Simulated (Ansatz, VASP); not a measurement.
# SnTe: VASP beside Ansatz, part 2 of 2

Aim: how closely do two programs agree when they are given the same cell, functional and k mesh? The cell is taken from a series of VASP runs on this material, whose earlier steps may have relaxed, scaled or displaced it; both programs get it as it stands.

VASP 6.6.1 and Ansatz 0.2.0.

So far. Step 2 (VASP: relaxation of cell and atoms, HSE06): The k-mesh is coarse for exact exchange; levels may shift by about 0.1 eV on a finer one.

### Step 3. Ansatz: relaxation of cell and atoms, HSE06

Level of this step: Ansatz beside VASP: Kohn-Sham DFT, plane waves, HSE06 (Ansatz).

Ansatz runs on its default PAW (the set named soft_2) files.

The same cell, functional, mesh and smearing now go to Ansatz, which takes its cutoff from its data sets.

input.yaml

```yaml
crystal:
  lattice:
    - [0.0, 3.1877545079, 3.1877545079]
    - [3.1877545079, 0.0, 3.1877545079]
    - [3.1877545079, 3.1877545079, 0.0]
  atoms:
    - { symbol: Te, position: [0.5, 0.5, 0.5] }
    - { symbol: Sn, position: [0.0, 0.0, 0.0] }
hamiltonian:
  xc: { exchange: pbe, correlation: pbe, exx: { coeff: 0.25, omega: 0.2 } }
  pseudopotentials: { kind: paw }
kpoints:
  mp_grid: { grid: [4, 4, 4] }
scf:
  occupations: { method: gaussian, width: 0.03 }
relax:
  f_tol: 0.01
  max_steps: 60
  cell: { stress_tol: 0.05 }
output:
  forces: true
  stress: true
```

Command:

```sh
> ansatz run input.yaml --threads 4 --pin off --max-ram 9216MiB --backend cpu --events-out ev --progress --plain --runs-dir out
```

Numbers of over 12 decimals in the logs are rounded to 6 here.

Output:

```text
Engine: ansatz 0.2.0, aarch64-unknown-linux-gnu
Pseudopotentials: kind: paw
Pseudopotential: Te, paw, valence charge 16, recommended cutoff 420 eV (normal), Te.paw.azcp
Pseudopotential: Sn, paw, valence charge 14, recommended cutoff 420 eV (normal), Sn.paw.azcp
Functional definition: unnamed
  parameter a_1 = 0.25
  parameter omega_1 = 0.2/angstrom
  exchange = pbe_x + (-a_1)*pbe_x_sr(omega_1) + a_1*exact_x_sr(omega_1)
  correlation = pbe_c
Crystal: 2 atoms, lattice volume = 64.787 Å³
Basis set: ecut = 420 eV, 1243 PW (Γ), exchange–correlation on 64×64×64 points (8 copies of the dense FFT grid, shifted against one another)
Bands: 19, of which v1, the nominal top of the filled ones, is band 15 counted from 1 (14 counted from 0)
Symmetry: 48 space group operations
Space group: Fm-3m (ITA 225), of the structure as read, at distance tolerance 4.0e-5 Å
k-points: 8 of 64
Non-local potential: Te, projectors of the file, l = 0: 2, l = 1: 2, l = 2: 2, l = 3: 2
Non-local potential: Sn, projectors of the file, l = 0: 2, l = 1: 2, l = 2: 2, l = 3: 2
PAW form: soft (Blöchl's): semilocal exchange-correlation on the pseudo side does not see the compensation charge
PAW frozen core: Te, regenerated for the run's functional, and the local potential with it (the file was generated under x = pbe(κ = 0.804, μ = 0.219515), c = pbe(β = 0.066725))
PAW frozen core: Sn, regenerated for the run's functional, and the local potential with it (the file was generated under x = pbe(κ = 0.804, μ = 0.219515), c = pbe(β = 0.066725))
PAW one-centre angular grid: Te, 590 points (default); XC on 64 Gauss nodes
PAW one-centre angular grid: Sn, 590 points (default); XC on 64 Gauss nodes
Initial density: superposition of atomic densities (neutral atoms: chi_scale 0, normalization atom), corrected by the library's trained network
Initial wavefunctions: pseudopotential atomic-orbital guess
Functional: x = pbe(κ = 0.804, μ = 0.219515), c = pbe(β = 0.066725), warm-up for x = pbe(κ = 0.804, μ = 0.219515) + 0.25 (exact − pbe) at short range (hse, ω = 0.2 Å⁻¹), c = pbe(β = 0.066725)
SCF iter   1: F=—  HF=-13004.736281 eV  |F-HF|=—  |Δ(HF+E_count)|=         —  Δρ=1.00e-3  dr2=8.66e-4  ethr=1.77e-3  ⟨swp⟩=9.1  Hψ=624  notcnv=0
preconditioner: auto → Kerker (q_TF=auto, 2.400 Å⁻¹)  [metal: Δε(μ)=0.008 eV  Ē_g=8.521 eV  σ=0.030 eV  W_gap=0.14  n_scr=14 (ndim 8)  ℏωp=14.6 eV  f_vac=0.012  D(μ)=4.63/eV (n_scr^D=58)]
SCF iter   2: F=—  HF=-13004.737075 eV  |F-HF|=—  |Δ(HF+E_count)|=   7.94e-4  Δρ=7.04e-4  dr2=4.92e-4  ethr=2.89e-6  ⟨swp⟩=4.5  Hψ=452  notcnv=0  defer=3
iter 3 solved again at ethr=1.31e-7 eV; its pass at ethr=1.64e-6 eV (dr2=3.92e-5 eV) is discarded
SCF iter   3: F=—  HF=-13004.737231 eV  |F-HF|=—  |Δ(HF+E_count)|=   1.57e-4  Δρ=1.75e-4  dr2=3.83e-5  ethr=1.31e-7  ⟨swp⟩=2.2  Hψ=597  notcnv=0  defer=1
SCF iter   4: F=—  HF=-13004.737254 eV  |F-HF|=—  |Δ(HF+E_count)|=   2.30e-5  Δρ=4.83e-5  dr2=2.13e-6  ethr=1.28e-7  ⟨swp⟩=3.2  Hψ=316  notcnv=0
SCF iter   5: F=—  HF=-13004.737257 eV  |F-HF|=—  |Δ(HF+E_count)|=   2.32e-6  Δρ=2.00e-5  dr2=2.51e-7  ethr=7.11e-9  ⟨swp⟩=4.0  Hψ=397  notcnv=0
SCF iter   6: F=—  HF=-13004.737257 eV  |F-HF|=—  |Δ(HF+E_count)|=   4.97e-7  Δρ=5.41e-6  dr2=1.76e-8  ethr=8.35e-10  ⟨swp⟩=3.1  Hψ=325  notcnv=0
SCF iter   7: F=—  HF=-13004.737257 eV  |F-HF|=—  |Δ(HF+E_count)|=   5.39e-8  Δρ=1.60e-6  dr2=2.08e-9  ethr=5.86e-11  ⟨swp⟩=4.2  Hψ=419  notcnv=0
SCF iter   8: F=—  HF=-13004.737257 eV  |F-HF|=—  |Δ(HF+E_count)|=   2.22e-9  Δρ=5.51e-7  dr2=1.28e-10  ethr=6.92e-12  ⟨swp⟩=4.1  Hψ=369  notcnv=0
SCF iter   9: F=-13004.737257 eV  HF=-13004.737257 eV  |F-HF|=1.82e-12  |Δ(HF+E_count)|=  2.40e-10  Δρ=1.46e-7  dr2=1.02e-11  ethr=1.00e-12  ⟨swp⟩=3.2  Hψ=372  notcnv=0
SCF 1 converged in 9 iterations: F = -13004.737257 eV  dr2 = 1.02e-11
  greatest PAW one-centre occupation: 0.998 electrons in one spin orbital (limit 2), on the Te atom at site 0 (counted from 0), in its partial waves of l = 2
Initial density: handed on by an earlier stage of this run
Initial wavefunctions: those handed on with the density
Functional: x = pbe(κ = 0.804, μ = 0.219515) + 0.25 (exact − pbe) at short range (hse, ω = 0.2 Å⁻¹), c = pbe(β = 0.066725)
Exchange kernel: α = 0.2500, screened, ω = 0.2000 Å⁻¹, Wigner–Seitz truncation, v(0) = 1119.2407 eV·Å³, q-mesh 4×4×4, nearest image of the exchange supercell L = 18.03 Å, pair-density grid 18×18×18, without the augmentation charges, whose exchange is taken in its separable form by FFT convolution over the k-point mesh (sized by the pseudopotential files, 25×25×25 at the most), smooth part of the exact exchange by density-matrix convolution
Frozen-core exchange: fock
iter 1 solved again at ethr=4.31e-5 eV; its pass at ethr=1.00e-1 eV (dr2=1.29e-2 eV) is discarded
SCF iter   1: F=—  HF=-13013.219955 eV  |F-HF|=—  |Δ(HF+E_count)|=         —  Δρ=4.37e-3  dr2=1.58e-2  ethr=4.31e-5  ⟨swp⟩=5.0  Hψ=871  notcnv=0
preconditioner: auto → none  [insulator: Δε(μ)=0.184 eV  Ē_g=9.625 eV  σ=0.030 eV  W_gap=1.00  n_scr=14 (ndim 8)  ℏωp=14.6 eV  f_vac=0.009  D(μ)=0.00/eV (n_scr^D=0)]
SCF iter   2: F=—  HF=-13013.214752 eV  |F-HF|=—  |Δ(HF+E_count)|=   5.20e-3  Δρ=1.55e-3  dr2=2.07e-3  ethr=4.31e-5  ⟨swp⟩=3.0  Hψ=354  notcnv=0
[...]
SCF iter   6: F=—  HF=-13013.222641 eV  |F-HF|=—  |Δ(HF+E_count)|=   4.35e-8  Δρ=2.23e-6  dr2=7.18e-9  ethr=1.00e-12  ⟨swp⟩=5.1  Hψ=534  notcnv=0
SCF iter   7: F=-13013.222641 eV  HF=-13013.222641 eV  |F-HF|=5.46e-12  |Δ(HF+E_count)|=   2.46e-9  Δρ=1.06e-7  dr2=2.14e-10  ethr=1.00e-12  ⟨swp⟩=4.2  Hψ=378  notcnv=0
SCF 3 stopped early in 7 iterations: F = -13013.222641 eV  dr2 = 2.14e-10
hybrid outer 2: dexx = +4.343e-7 eV, tail = 1.07e-8 eV, Δε = 5.32e-3 eV (about 1.29e-4 eV left of the loop's levels)
Exchange kernel: α = 0.2500, screened, ω = 0.2000 Å⁻¹, Wigner–Seitz truncation, v(0) = 1119.2407 eV·Å³, q-mesh 4×4×4, nearest image of the exchange supercell L = 18.03 Å, pair-density grid 18×18×18, without the augmentation charges, whose exchange is taken in its separable form by FFT convolution over the k-point mesh (sized by the pseudopotential files, 25×25×25 at the most), smooth part of the exact exchange by density-matrix convolution
Frozen-core exchange: fock
SCF iter   1: F=—  HF=-13013.222641 eV  |F-HF|=—  |Δ(HF+E_count)|=         —  Δρ=6.51e-7  dr2=2.78e-10  ethr=1.79e-10  ⟨swp⟩=6.9  Hψ=432  notcnv=0
preconditioner: auto → none  [insulator: Δε(μ)=0.267 eV  Ē_g=9.614 eV  σ=0.030 eV  W_gap=1.00  n_scr=14 (ndim 8)  ℏωp=14.6 eV  f_vac=0.009  D(μ)=0.00/eV (n_scr^D=0)]
SCF iter   2: F=—  HF=-13013.222641 eV  |F-HF|=—  |Δ(HF+E_count)|=  5.82e-11  Δρ=1.11e-7  dr2=2.28e-11  ethr=1.00e-12  ⟨swp⟩=4.1  Hψ=399  notcnv=0
SCF iter   3: F=-13013.222641 eV  HF=-13013.222641 eV  |F-HF|=3.64e-12  |Δ(HF+E_count)|=  2.27e-10  Δρ=9.31e-8  dr2=6.65e-12  ethr=1.00e-12  ⟨swp⟩=3.4  Hψ=286  notcnv=0
SCF 4 converged in 3 iterations: F = -13013.222641 eV  dr2 = 6.65e-12
  Residual-converged pass: ⟨swp⟩=5.0  Hψ=498  notcnv=0  max |occ|·‖R‖ = 9.5e-9 eV (tolerance 1.0e-8 eV)  dr2=6.80e-12  dr2_onsite=4.65e-13  max |Δocc| = 3.1e-19
hybrid outer 3: dexx = +1.903e-10 eV, tail = 2.21e-11 eV, Δε = 2.20e-5 eV (about 1.27e-6 eV left of the loop's levels)
relax step   1: F+E_penalty+E_count = -13013.22264100 eV  Δ(F+E_penalty+E_count) = +0.000e0 eV  max|allowed force component| = 2.261e-29 eV/Å  Δτ_max = 0.0000 Å  P = -0.239 GPa  Ω = 64.787 Å³  (26 SCF iters, accepted)
[...]
relax step   2: F+E_penalty+E_count = -13013.22296879 eV  Δ(F+E_penalty+E_count) = -3.278e-4 eV  max|allowed force component| = 9.861e-31 eV/Å  Δτ_max = 0.0000 Å  P = +0.078 GPa  Ω = 64.331 Å³  energy of the carried Pulay correction = +9.538e-5 eV  (15 SCF iters, accepted)
[...]
relax step   3: F+E_penalty+E_count = -13013.22297203 eV  Δ(F+E_penalty+E_count) = -3.234e-6 eV  max|allowed force component| = 1.446e-30 eV/Å  Δτ_max = 0.0000 Å  P = -0.001 GPa  Ω = 64.442 Å³  energy of the carried Pulay correction = +7.200e-5 eV  (13 SCF iters, accepted)
[...]
relax step   4: F+E_penalty+E_count = -13013.22282428 eV  Δ(F+E_penalty+E_count) = +1.477e-4 eV  max|allowed force component| = 2.104e-30 eV/Å  Δτ_max = 0.0000 Å  P = -0.001 GPa  Ω = 64.442 Å³  stress off target by 1.02e-3 GPa  SCF on the basis re-selected at this cell (its energy is not comparable with the rows above)  (7 SCF iters)
basis re-selected at this cell: Δ(F+E_penalty+E_count) = +1.477e-4 eV, ΔP = -0.000 GPa vs the last step (what re-selecting the basis moved, of the pressure what is left beyond the Pulay correction that the steps carried, after the strain that the cell walked since its last selection, with what the two solves' SCF thresholds leave and, on support functions, any second-order correction that the steps lacked; it is no m [...]
hybrid SCF converged: 2 outer / 7 inner (+0 warm-up), last move |dexx| = 2.86e-11 eV, tail = 2.62e-11 eV
Stability not checked: this state was not tested for a lower state beside it, because the functional holds exact exchange (a hybrid, or Hartree-Fock), whose exchange loop this test does not read (fock_operator; see scf.lower_state_search)
Free energy (F): -13013.222824 eV
Frozen-core exchange: fock
Harris-Foulkes:  -13013.222824 eV  (|F-HF|=1.82e-12)
Internal energy: -13013.222824 eV  (E = F + TS)
E sigma→0 (E₀):  -13013.222824 eV
Fermi energy:    9.278242 eV
--- Per-component energies (eV) ---
  E_band       = -425.254045
  E_kinetic    = 364.318698
  E_local      = -2194.911100  (includes V_loc(G=0)·N_el)
  E_nonlocal   = -345.563130
  E_hartree    = 1371.489590
  E_xc         = -400.792889
  E_vxc        = -160.875523  (∫ρ·V_xc dr)
  E_exx        = -81.658434  (= α·E_x^exact, valence–valence)
  E_paw        = -8829.419649  (= ΣΔE_a)
  E_vpaw       = -667.885056  (= ΣTr[D̂ρ^β])
  E_aug_tail   = -0.000188  (compensation charges beyond the density's cutoff)
  E_ewald      = -2896.765264
  E_core_change = 0.079544  (= ΣΔE_core)
  E_smearing   = -0.000000  (= −TS)
  E_closure    = 0.000000  (closes the sum)
  Σ components = -13013.222824   (vs F -13013.222824, Δ=1.82e-12)
--- Forces (eV/Å), atoms counted from 1 ---
  atom   1  Te     0.00000000    -0.00000000    -0.00000000
  atom   2  Sn     0.00000000    -0.00000000     0.00000000
  max |Σ_I F_I| component: 4.60e-30 eV/Å
--- Stress (GPa, compression-positive) ---
       -0.001017       0.000000       0.000000
       -0.000000      -0.001017      -0.000000
       -0.000000      -0.000000      -0.001017
  P = ⅓ Tr σ = -0.0010 GPa (-0.010 kbar)
--- Band table (eV; the first three rows and the last of 8) ---
  k-point 0: bands = [... 11 lower, 3.9821, 6.6933, 6.6933, 6.6933, 12.9621, 12.9621]
  k-point 1: bands = [... 11 lower, 1.7721, 6.8092, 6.8092, 8.0742, 11.0232, 11.0232]
  k-point 2: bands = [... 11 lower, -0.0528, 7.0342, 7.0342, 9.1540, 9.4025, 9.7482]
  k-point 7: bands = [... 11 lower, 1.0115, 3.8186, 3.8186, 8.1162, 10.2674, 14.2379]
  guard bands above this table: 2 of the run's 19 bands. The solve was not asked for them (output.publish_guard_bands: true or output.eigenvalues: true publishes all)
--- Relaxed structure (3 steps of the walk, 3 accepted, 1 SCFs on fresh bases) ---
  F+E_penalty+E_count = -13013.22282428 eV   max|allowed force component| = 2.104e-30 eV/Å   (the final SCF, on the basis selected at the relaxed cell)
  cell:  # Å, volume = 64.4421 Å³
    - [0, 3.182095, 3.182095]
    - [3.182095, 0, 3.182095]
    - [3.182095, 3.182095, 0]
  atoms:
    - { symbol: Te, position: [0.5, 0.5, 0.5] }
    - { symbol: Sn, position: [0, 0, 0] }
```

Run time: 17 s. Hardware: 4 threads of Arm Neoverse V2, shared host; peak memory 0.89 GiB; 63 s of CPU time.

### Step 4. Side by side

Known differences besides the potentials themselves: exact exchange at q = 0 is treated differently, which shows on coarse meshes; VASP keeps PBE cores, Ansatz makes them for the functional; both relaxations stop at a tolerance, which leaves soft axes loose, and VASP keeps its plane-wave basis; the data sets hold 30 valence electrons in Ansatz (default PAW (the set named soft_2) files) and 20 in VASP; the cutoff is 420 eV in Ansatz and 450 eV in VASP; Ansatz adds a Pulay correction to the stress that steers its cell, VASP none; VASP takes a coarser grid for exact exchange (PRECFOCK = Fast). Total energies have different zeros and are not compared.

The two programs side by side:

```
                                         quantity  Ansatz   VASP  difference
                                      volume (Å³)   64.44  64.16     +0.43 %
edge a after relaxation, in the typed setting (Å)   4.500  4.494     +0.14 %
```

The walks stopped with 0.00 GPa left in Ansatz and 0.00 GPa in VASP; each walk ends within a tolerance, so the volume difference is uncertain by about these residues over the bulk modulus, most in soft cells.

### Step 5. Results

| Property | Result |
| --- | --- |
| difference in volume (relaxation of cell and atoms, HSE06) | 0.43 % |

**Reading.** The difference in volume is 0.43 % (relaxation of cell and atoms, HSE06), within the 1.2 % picked in this series as the mark of a large difference, as far as the stopping tolerances let one tell. How closely two codes agree says nothing of how well the functional describes the real material.

[Lines on the potential files, build, host, timing and source positions are cut from VASP's logs without a mark.]

[Logs are printed without paths, hosts, clocks, repeated set-up lines and the standing remarks that a program may print on its own settings, such as how far it seeks lower states.]

[Hosts, paths, dates, database ids (printed as entryN), source tags and the programs' standing remarks are cut or masked in the printed files.]
